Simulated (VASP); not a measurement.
# The low-index faces of Mg, part 3 of 3

Aim: compare the low-index faces of Mg at one level of theory.

VASP 6.6.1; PBEsol; plane waves and PAW (Mg).

So far. Step 4 (Surface relaxation, 8 atoms, face Mg(0001)): The run ended after 10 ionic steps, 0.006 eV below its first step, once the forces on the free atoms met EDIFFG = -0.03. Step 5 (Potential and states of the slab, 8 atoms, face …): The vacuum level lies 3.69 eV above the Fermi level at the upper face; both faces agree, as the slab has next to no dipole.

### 6. Surface relaxation, 12 atoms, face Mg(10-10)

System of this step: Mg(10-10). The cell holds 12 atoms: 12 Mg. Its edges and angles: a = 3.172 Å, b = 5.161 Å, c = 29.651 Å, α = 90.0°, β = 90.0°, γ = 90.0°. It derives from Mg. 12 layers of hcp Mg, cut at this functional's lattice. Vacuum lies along c.

INCAR reads:

```
SYSTEM = Mg
PREC = Normal
ENCUT = 320
EDIFF = 1E-05
NELM = 120
ISMEAR = 1
SIGMA = 0.15
LREAL = .FALSE.
ALGO = Fast
GGA = PS
NBANDS = 24
LORBIT = 11
LWAVE = .FALSE.
LCHARG = .FALSE.
KPAR = 4
IBRION = 2
NSW = 40
ISIF = 2
EDIFFG = -0.03
POTIM = 0.4
MAXMIX = 40
```

POSCAR reads:

```
Mg
1.0
    3.1720207111      0.0000000000      0.0000000000
    0.0000000000      5.1611028608      0.0000000000
    0.0000000000      0.0000000000     29.6509360914
Mg
12
Direct
    0.0000000000      0.0000000000      0.2529431100
    0.5000000000      0.0000000000      0.3455894400
    0.5000000000      0.5000000000      0.2838252200
    0.0000000000      0.0000000000      0.4382357800
    0.0000000000      0.5000000000      0.3764715600
    0.5000000000      0.0000000000      0.5308821100
    0.5000000000      0.5000000000      0.4691178900
    0.0000000000      0.0000000000      0.6235284400
    0.0000000000      0.5000000000      0.5617642200
    0.5000000000      0.0000000000      0.7161747800
    0.5000000000      0.5000000000      0.6544105600
    0.0000000000      0.5000000000      0.7470568900
```

KPOINTS reads:

```
Automatic mesh
0
Gamma
10 6 1
0 0 0
```

The projector-augmented-wave data sets are Mg (PBE family, release 64).

Started as:

```sh
$ mpirun -np 4 vasp_std
```

The program printed:

```text
[banner, memory and clock lines left out]
running    4 mpi-ranks, on    1 nodes
 distrk:  each k-point on    1 cores,    4 groups
 distr:  one band on    1 cores,    1 groups

 POSCAR found type information on POSCAR Mg
 POSCAR found :  1 types and      12 ions
 [... a notice as in an earlier step ...]

 LDA part: xc-table for (Slater+PW92), standard interpolation
 POSCAR, INCAR and KPOINTS ok, starting setup
 FFT: planning ... GRIDC
 FFT: planning ... GRID_SOFT
 FFT: planning ... GRID
 WAVECAR not read
 entering main loop
       N       E                     dE             d eps       ncg     rms          rms(c)
DAV:   1     0.249052335582E+02    0.24905E+02   -0.48868E+03  1152   0.459E+02
DAV:   2    -0.177505279962E+02   -0.42656E+02   -0.40211E+02  1536   0.754E+01
DAV:   3    -0.197116019824E+02   -0.19611E+01   -0.19066E+01  1576   0.152E+01
DAV:   4    -0.197633552863E+02   -0.51753E-01   -0.51728E-01  1584   0.296E+00
DAV:   5    -0.197649935062E+02   -0.16382E-02   -0.16382E-02  1800   0.504E-01    0.268E+00
RMM:   6    -0.197765828370E+02   -0.11589E-01   -0.50295E-01  1174   0.106E+00    0.201E+00
RMM:   7    -0.193160164448E+02    0.46057E+00   -0.11059E-01  1178   0.588E-01    0.131E+00
RMM:   8    -0.192437362123E+02    0.72280E-01   -0.78959E-02  1193   0.702E-01    0.309E-01
RMM:   9    -0.192407628173E+02    0.29734E-02   -0.76066E-03  1199   0.334E-01    0.808E-02
RMM:  10    -0.192411214327E+02   -0.35862E-03   -0.18129E-03  1207   0.177E-01    0.368E-02
RMM:  11    -0.192414381632E+02   -0.31673E-03   -0.46556E-04  1189   0.895E-02    0.161E-02
RMM:  12    -0.192415285193E+02   -0.90356E-04   -0.18514E-04  1115   0.504E-02    0.864E-03
RMM:  13    -0.192415524379E+02   -0.23919E-04   -0.11566E-04  1065   0.335E-02    0.464E-03
RMM:  14    -0.192415681723E+02   -0.15734E-04   -0.18482E-05   905   0.184E-02    0.340E-03
RMM:  15    -0.192415785317E+02   -0.10359E-04   -0.92324E-06   855   0.112E-02    0.137E-03
RMM:  16    -0.192416026579E+02   -0.24126E-04   -0.39523E-06   791   0.744E-03    0.953E-04
RMM:  17    -0.192416288896E+02   -0.26232E-04   -0.19988E-06   729   0.497E-03    0.475E-04
RMM:  18    -0.192416371571E+02   -0.82675E-05   -0.44092E-07   579   0.343E-03
   1 F= -.19241637E+02 E0= -.19241746E+02  d E =-.192416E+02
 curvature:   0.00 expect dE= 0.000E+00 dE for cont linesearch  0.000E+00
 trial: gam= 0.00000 g(F)=  0.282E-02 g(S)=  0.000E+00 ort = 0.000E+00 (trialstep = 0.100E+01)
 search vector abs. value=  0.282E-02
 bond charge predicted
       N       E                     dE             d eps       ncg     rms          rms(c)
DAV:   1    -0.192443784200E+02   -0.27495E-02   -0.38349E-03  1400   0.284E-01    0.111E-02
RMM:   2    -0.192443710011E+02    0.74189E-05   -0.86958E-05  1181   0.448E-02
   2 F= -.19244371E+02 E0= -.19244526E+02  d E =-.273384E-02
[...]
3 F= -.19251623E+02 E0= -.19251924E+02  d E =-.998581E-02
[...]
4 F= -.19261777E+02 E0= -.19262330E+02  d E =-.201403E-01
[...]
5 F= -.19266127E+02 E0= -.19267047E+02  d E =-.244896E-01
[...]
6 F= -.19266919E+02 E0= -.19267754E+02  d E =-.252820E-01
[...]
7 F= -.19269094E+02 E0= -.19269972E+02  d E =-.217486E-02
 trial-energy change:   -0.002175  1 .order   -0.002146   -0.002793   -0.001500
 step:   9.7703(harm=  9.7703)  dis= 0.03320  next Energy=   -19.269935 (dE=-0.302E-02)
 bond charge predicted
       N       E                     dE             d eps       ncg     rms          rms(c)
DAV:   1    -0.192699884273E+02   -0.89335E-03   -0.33323E-02  1200   0.811E-01    0.344E-02
RMM:   2    -0.192700352283E+02   -0.46801E-04   -0.15145E-03  1215   0.173E-01    0.978E-03
RMM:   3    -0.192700625020E+02   -0.27274E-04   -0.23821E-04  1287   0.732E-02    0.661E-03
RMM:   4    -0.192700660839E+02   -0.35819E-05   -0.30615E-05   903   0.296E-02
   8 F= -.19270066E+02 E0= -.19270989E+02  d E =-.314693E-02
 curvature:  -5.98 expect dE=-0.565E-03 dE for cont linesearch -0.189E-05
 trial: gam= 0.11886 g(F)=  0.945E-04 g(S)=  0.000E+00 ort = 0.155E-04 (trialstep = 0.557E+01)
 search vector abs. value=  0.109E-03
 reached required accuracy - stopping structural energy minimisation
```

It took 1.7 min on 4 MPI ranks of AMD EPYC 7R43, shared host; peak memory 1 GiB.

OUTCAR, selected parts (step 6):

```text
   k-points           NKPTS =     24   k-points in BZ     NKDIM =     24   number of bands    NBANDS=     24

   ENCUT  =  320.0 eV  23.52 Ry    4.85 a.u.   4.63  7.53 43.25*2*pi/ulx,y,z

   NELECT =      24.0000    total number of electrons

 E-fermi :  -0.0703

 k-point     1 :       0.0000    0.0000    0.0000
  band No.  band energies     occupation
    ...
     11      -0.8411      2.00000
     12      -0.8278      2.00000
     13      -0.4804      2.00076
     14      -0.2094      2.03186
     15      -0.1085      1.41651
     16       0.4598     -0.00001
     17       0.8073     -0.00000
     18       1.0434     -0.00000
     19       1.4692     -0.00000
     20       1.9005     -0.00000
    ...

  Total       -2.6756338     -0.5382313      0.2706730      0.0000000      0.0000000      0.0000000
  in kB       -8.8312120     -1.7764893      0.8933850      0.0000000      0.0000000      0.0000000
  external PRESSURE =      -3.2381054 kB  Pullay stress =       0.0000000 kB

 POSITION                                       TOTAL-FORCE (eV/Angst)
 -----------------------------------------------------------------------------------
      0.00000      0.00000      7.55624         0.000000      0.000000     -0.012541
      1.58601      0.00000     10.26727         0.000000      0.000000      0.003512
      1.58601      2.58055      8.29089         0.000000      0.000000      0.001369
      0.00000      0.00000     13.01174         0.000000      0.000000     -0.020173
      0.00000      2.58055     11.09664         0.000000      0.000000     -0.004588
      1.58601      0.00000     15.76958         0.000000      0.000000      0.024991
      1.58601      2.58055     13.88135         0.000000      0.000000     -0.024991
      0.00000      0.00000     18.55429         0.000000      0.000000      0.004588
      0.00000      2.58055     16.63919         0.000000      0.000000      0.020173
      1.58601      0.00000     21.36005         0.000000      0.000000     -0.001369
      1.58601      2.58055     19.38367         0.000000      0.000000     -0.003512
      0.00000      2.58055     22.09470         0.000000      0.000000      0.012541
 -----------------------------------------------------------------------------------
    total drift:                                0.000000      0.000000     -0.000000

  FREE ENERGIE OF THE ION-ELECTRON SYSTEM (eV)
  ---------------------------------------------------
  free  energy   TOTEN  =       -19.2700660839 eV

  energy  without entropy=      -19.2728356492  energy(sigma->0) =      -19.27098927

[... 1 part as in an earlier step ...]

[... 15 further parts left out ...]
```

The run keeps the 8 symmetry operations of its start, so it cannot find a distortion of lower symmetry.

The steps of the relaxation:

| step | energy less that of the first step (eV) | largest force (eV/Å) |
| --- | --- | --- |
| 1 | 0.0000 | 0.1661 |
| 2 | -0.0027 | 0.1540 |
| 3 | -0.0100 | 0.1211 |
| 4 | -0.0201 | 0.0646 |
| 5 | -0.0245 | 0.0820 |
| 6 | -0.0253 | 0.0778 |
| 7 | -0.0275 | 0.0429 |
| 8 | -0.0284 | 0.0250 |

The atoms that moved most (Å):

| atom | dx | dy | dz | length |
| --- | --- | --- | --- | --- |
| Mg3 | 0.000 | 0.000 | -0.125 | 0.125 |
| Mg10 | 0.000 | 0.000 | 0.125 | 0.125 |
| Mg5 | 0.000 | 0.000 | -0.066 | 0.066 |
| Mg8 | 0.000 | 0.000 | 0.066 | 0.066 |
| Mg1 | 0.000 | 0.000 | 0.056 | 0.056 |
| Mg12 | 0.000 | 0.000 | -0.056 | 0.056 |
| Mg6 | 0.000 | 0.000 | 0.028 | 0.028 |
| Mg7 | 0.000 | 0.000 | -0.028 | 0.028 |

Final coordinates:

```xyz
12
Lattice="3.1720 0.0000 0.0000 0.0000 5.1611 0.0000 0.0000 0.0000 29.6509" Properties=species:S:1:pos:R:3
Mg    0.0000    0.0000    7.5562
Mg    1.5860    0.0000   10.2673
Mg    1.5860    2.5806    8.2909
Mg    0.0000    0.0000   13.0117
Mg    0.0000    2.5806   11.0966
Mg    1.5860    0.0000   15.7696
Mg    1.5860    2.5806   13.8814
Mg    0.0000    0.0000   18.5543
Mg    0.0000    2.5806   16.6392
Mg    1.5860    0.0000   21.3600
Mg    1.5860    2.5806   19.3837
Mg    0.0000    2.5806   22.0947
```

This step gave:

* electronic cycles: 46
* electrons: 24
* free energy (TOTEN): -19.27 eV
* energy at zero smearing: -19.27 eV
* Fermi energy: -0.0703 eV

The run ended after 8 ionic steps, 0.028 eV below its first step, once the forces on the free atoms met EDIFFG = -0.03.

### 7. Potential and states of the slab, 12 atoms, face Mg(10-10)

INCAR reads:

```
SYSTEM = Mg
PREC = Normal
ENCUT = 320
EDIFF = 1E-06
NELM = 120
ISMEAR = 1
SIGMA = 0.15
LREAL = .FALSE.
ALGO = Fast
GGA = PS
NBANDS = 24
LORBIT = 11
LWAVE = .FALSE.
LCHARG = .TRUE.
KPAR = 4
IDIPOL = 3
LDIPOL = .TRUE.
DIPOL = 0.5 0.5 0.5
LVHAR = .TRUE.
LVACPOTAV = .TRUE.
NEDOS = 1500
```

POSCAR reads:

```
Mg
1.0
    3.1720207111      0.0000000000      0.0000000000
    0.0000000000      5.1611028608      0.0000000000
    0.0000000000      0.0000000000     29.6509360914
Mg
12
Direct
    0.0000000000      0.0000000000      0.2548398679
    0.5000000000      0.0000000000      0.3462712174
    0.5000000000      0.5000000000      0.2796165009
    0.0000000000      0.0000000000      0.4388307796
    0.0000000000      0.5000000000      0.3742425940
    0.5000000000      0.0000000000      0.5318409212
    0.5000000000      0.5000000000      0.4681590788
    0.0000000000      0.0000000000      0.6257574060
    0.0000000000      0.5000000000      0.5611692204
    0.5000000000      0.0000000000      0.7203834991
    0.5000000000      0.5000000000      0.6537287826
    0.0000000000      0.5000000000      0.7451601321
```

KPOINTS is that of step 6.

Started as:

```sh
$ mpirun -np 4 vasp_std
```

The program printed:

```text
[... set-up lines as in an earlier step ...]
 entering main loop
       N       E                     dE             d eps       ncg     rms          rms(c)
DAV:   1     0.248194313854E+02    0.24819E+02   -0.48872E+03  1152   0.459E+02
DAV:   2    -0.177241246437E+02   -0.42544E+02   -0.40103E+02  1536   0.754E+01
DAV:   3    -0.196875897487E+02   -0.19635E+01   -0.19101E+01  1576   0.152E+01
DAV:   4    -0.197376500826E+02   -0.50060E-01   -0.50037E-01  1584   0.294E+00
DAV:   5    -0.197393141084E+02   -0.16640E-02   -0.16640E-02  1792   0.509E-01    0.264E+00
RMM:   6    -0.196867771812E+02    0.52537E-01   -0.39319E-01  1291   0.971E-01    0.192E+00
RMM:   7    -0.193464260565E+02    0.34035E+00   -0.98639E-02  1269   0.574E-01    0.130E+00
RMM:   8    -0.192715997756E+02    0.74826E-01   -0.77968E-02  1292   0.702E-01    0.287E-01
RMM:   9    -0.192691415480E+02    0.24582E-02   -0.72452E-03  1389   0.328E-01    0.788E-02
RMM:  10    -0.192695596920E+02   -0.41814E-03   -0.17895E-03  1453   0.175E-01    0.349E-02
RMM:  11    -0.192698571330E+02   -0.29744E-03   -0.43848E-04  1506   0.875E-02    0.164E-02
RMM:  12    -0.192699484992E+02   -0.91366E-04   -0.19235E-04  1394   0.486E-02    0.873E-03
RMM:  13    -0.192699696305E+02   -0.21131E-04   -0.97880E-05  1369   0.308E-02    0.427E-03
RMM:  14    -0.192699812051E+02   -0.11575E-04   -0.21514E-05  1363   0.175E-02    0.301E-03
RMM:  15    -0.192700028571E+02   -0.21652E-04   -0.11064E-05  1332   0.106E-02    0.151E-03
RMM:  16    -0.192700248615E+02   -0.22004E-04   -0.30908E-06  1126   0.645E-03    0.103E-03
RMM:  17    -0.192700522301E+02   -0.27369E-04   -0.21306E-06  1096   0.414E-03    0.525E-04
RMM:  18    -0.192700612988E+02   -0.90687E-05   -0.58607E-07   943   0.264E-03    0.506E-04
RMM:  19    -0.192700665395E+02   -0.52407E-05   -0.24780E-07   790   0.177E-03    0.141E-04
RMM:  20    -0.192700668649E+02   -0.32543E-06   -0.66310E-08   579   0.128E-03
 [... a notice as in an earlier step ...]

   1 F= -.19270067E+02 E0= -.19270988E+02  d E =0.276351E-02
```

Wall time 42 s (4 MPI ranks); peak memory 0.95 GiB; 2.7 min of CPU time.

From OUTCAR (step 7):

```text
   NELECT =      24.0000    total number of electrons

 E-fermi :  -0.0702

 k-point     1 :       0.0000    0.0000    0.0000
  band No.  band energies     occupation
    ...
     11      -0.8412      2.00000
     12      -0.8278      2.00000
     13      -0.4804      2.00076
     14      -0.2095      2.03206
     15      -0.1084      1.41548
     16       0.4599     -0.00001
     17       0.8074     -0.00000
     18       1.0434     -0.00000
     19       1.4693     -0.00000
     20       1.9005     -0.00000
    ...

  Total       -2.6763407     -0.5377198      0.2719435      0.0000000      0.0000000      0.0000000
  in kB       -8.8335454     -1.7748011      0.8975782      0.0000000      0.0000000      0.0000000
  external PRESSURE =      -3.2369228 kB  Pullay stress =       0.0000000 kB

 POSITION                                       TOTAL-FORCE (eV/Angst)
 -----------------------------------------------------------------------------------
      0.00000      0.00000      7.55624         0.000000      0.000000     -0.012332
      1.58601      0.00000     10.26727         0.000000      0.000000      0.003076
      1.58601      2.58055      8.29089         0.000000      0.000000      0.001485
      0.00000      0.00000     13.01174         0.000000      0.000000     -0.019784
      0.00000      2.58055     11.09664         0.000000      0.000000     -0.005389
      1.58601      0.00000     15.76958         0.000000      0.000000      0.025018
      1.58601      2.58055     13.88135         0.000000      0.000000     -0.025018
      0.00000      0.00000     18.55429         0.000000      0.000000      0.005389
      0.00000      2.58055     16.63919         0.000000      0.000000      0.019784
      1.58601      0.00000     21.36005         0.000000      0.000000     -0.001485
      1.58601      2.58055     19.38367         0.000000      0.000000     -0.003076
      0.00000      2.58055     22.09470         0.000000      0.000000      0.012332
 -----------------------------------------------------------------------------------
    total drift:                                0.000000     -0.000000      0.000000

  FREE ENERGIE OF THE ION-ELECTRON SYSTEM (eV)
  ---------------------------------------------------
  free  energy   TOTEN  =       -19.2700668649 eV

  energy  without entropy=      -19.2728303764  energy(sigma->0) =      -19.27098804

 vacuum level on the upper side and lower side of the slab         3.608         3.608

[... 10 parts as in an earlier step ...]

[... 8 further parts left out ...]
```

This step gave:

```yaml
electronic_cycles: 20
fermi_energy: -0.0702 eV
vacuum_levels: 3.608, 3.608 eV
work_functions_of_the_upper_and_lower_face: 3.678, 3.678 eV
```

The planar average of the electrostatic potential oscillates, so the rows of the table below give means over windows of 2.75 Å about each position, cut where the curve ends. Its maxima inside the range that stand out by 2 % of the span (Å: eV): 9.3: 0.116, 12.1: -0.0787, 14.8: -0.2, 17.6: -0.0787, 20.3: 0.116. Its minima: 7.9: -5.56, 10.7: -5.21, 13.4: -5.07, 16.2: -5.07, 19.0: -5.21, 21.7: -5.56.

Zero at the Fermi level. Table of planar average of the electrostatic potential by height; means over each step:

height (Å), planar average of the electrostatic potential (eV) and a bar from the least value:
```
     1.38       3.68 ##############################
     4.12       3.64 ##############################
     6.88      -0.81 #########
     9.62      -2.63 
    12.38      -2.67 
    15.12      -2.72 
    17.88      -2.70 
    20.62      -2.70 
    23.38       1.12 ##################
    26.12       3.67 ##############################
    28.88       3.68 ##############################
```

Density of states in the PAW spheres, an atom over height of the layer and energy from the Fermi level.

Values in states/eV, 22 rows by 12 columns, each cell a mean:
```
0.069 0.060 0.069 0.067 0.067 0.071 0.071 0.067 0.067 0.069 0.060 0.069
0.090 0.076 0.072 0.061 0.079 0.076 0.076 0.079 0.061 0.072 0.076 0.090
0.083 0.074 0.076 0.075 0.069 0.066 0.066 0.069 0.075 0.076 0.074 0.083
0.063 0.072 0.072 0.067 0.067 0.067 0.067 0.067 0.067 0.072 0.072 0.063
0.070 0.070 0.069 0.068 0.072 0.068 0.068 0.072 0.068 0.069 0.070 0.070
0.091 0.088 0.079 0.090 0.081 0.085 0.085 0.081 0.090 0.079 0.088 0.091
0.043 0.047 0.049 0.044 0.050 0.051 0.051 0.050 0.044 0.049 0.047 0.043
0.074 0.069 0.066 0.057 0.063 0.063 0.063 0.063 0.057 0.066 0.069 0.074
0.074 0.070 0.074 0.083 0.066 0.061 0.061 0.066 0.083 0.074 0.070 0.074
0.047 0.046 0.046 0.047 0.062 0.067 0.067 0.062 0.047 0.046 0.046 0.047
0.060 0.057 0.048 0.047 0.038 0.044 0.044 0.038 0.047 0.048 0.057 0.060
0.058 0.055 0.055 0.063 0.055 0.051 0.051 0.055 0.063 0.055 0.055 0.058
0.038 0.039 0.040 0.043 0.053 0.050 0.050 0.053 0.043 0.040 0.039 0.038
0.041 0.042 0.038 0.035 0.040 0.040 0.040 0.040 0.035 0.038 0.042 0.041
0.036 0.039 0.046 0.041 0.041 0.038 0.038 0.041 0.041 0.046 0.039 0.036
0.020 0.025 0.036 0.029 0.037 0.041 0.041 0.037 0.029 0.036 0.025 0.020
0.021 0.027 0.038 0.031 0.024 0.025 0.025 0.024 0.031 0.038 0.027 0.021
0.009 0.013 0.029 0.030 0.030 0.028 0.028 0.030 0.030 0.029 0.013 0.009
0.003 0.005 0.013 0.014 0.017 0.018 0.018 0.017 0.014 0.013 0.005 0.003
0.000 0.000 0.001 0.002 0.003 0.003 0.003 0.003 0.002 0.001 0.000 0.000
0.000 0.000 0.000 0.000 0.000 0.000 0.000 0.000 0.000 0.000 0.000 0.000
0.000 0.000 0.000 0.000 0.000 0.000 0.000 0.000 0.000 0.000 0.000 0.000
```
Columns: height of the layer (Å) from 7.6 to 22.1 (not evenly spaced); rows upwards: energy from the Fermi level (eV) from -7.9 to 0.5.

Valence density in the ca plane at fractional y = 0.000, with atoms of Mg within 0.2 Å of it. It is the smooth field of the valence electrons, not physical close to the nuclei.

Ten even steps from '0' (0.00 e/Å³) to '9' (0.11 e/Å³), each cell a mean:
```
99974225788889999984224788899986421000000000
99987567998877899987567888877776421000000000
78888899999743578888899998753455421000000000
68888999998522358888999998632245421000000000
68888999999632368888999998632345421000000000
89988789999765689888778998765666421000000000
99985446888888999985445888889986421000000000
99974224788889999974224688899986421000000000
```
Columns run along c (16.0 Å, from fractional 0.37 to 0.91 of the cell), rows up along a (3.2 Å). Atoms in or near the plane, at fractional coordinates: Mg at (0.44, 0.00), Mg at (0.53, 0.50), Mg at (0.63, 0.00), Mg at (0.72, 0.50).

The map of layer states is cut here 0.5 eV above the Fermi level, so it leaves out the states above that.

The vacuum level lies 3.68 eV above the Fermi level at the upper face; both faces agree, as the slab has next to no dipole.

The program found no field-free point at its default tolerance, but its printed level agrees with the flat part of the planar average.

On this mesh the fine structure of the density of states is sampling noise, and high empty states may be cut by the number of bands.

### 8. The faces side by side

This step: surfaces of a metal, PBEsol; plane waves and PAW (VASP 6.6.1).

Derived from the runs above.

Symmetric slabs, all atoms free. All faces:

| face | layers | area a surface atom (Å²) | work function (eV) | surface energy as cut (J/m²) | surface energy relaxed (J/m²) | change of the top spacing (%) |
| --- | --- | --- | --- | --- | --- | --- |
| Mg(0001) | 8 | 8.714 | 3.689 | 0.6499 | 0.6442 | 0.94 |
| Mg(10-10) | 12 | 16.37 | 3.678 | 0.7089 | 0.695 | -19.77 |

Each surface energy is the slab's energy less its number of atoms times the bulk energy of -1.7243 eV, over twice the cell's area.

### 9. Outcome

```yaml
mg_0001: 0.64 J/m², 3.69 eV
mg_10_10: 0.70 J/m², 3.68 eV
```

The cheapest face is Mg(0001) at 0.64 J/m², against 0.70 for Mg(10-10). The work functions are 3.69 eV for Mg(0001) and 3.68 eV for Mg(10-10). The work functions lie within the mesh's noise of each other at the top. The densest face is also the cheapest, since it cuts the fewest bonds an area. The top spacing changes by +0.9 % on Mg(0001) and -19.8 % on Mg(10-10). Of the two ends of the prism face, the one with the short outer spacing was run. One thickness was run for each face, and bulk and slab meshes don't match, which leaves some hundredths of a J/m². The cells are 1 × 1 and can't reconstruct.

[Lines on the potential files, build, host, timing and source positions are cut from VASP's logs without a mark.]

[Logs are printed without paths, hosts, clocks, repeated set-up lines and the standing remarks that a program may print on its own settings, such as how far it seeks lower states.]

[Hosts, paths, dates, database ids (printed as entryN), source tags and the programs' standing remarks are cut or masked in the printed files.]

[Runs that stopped without an error message from VASP are left out.]
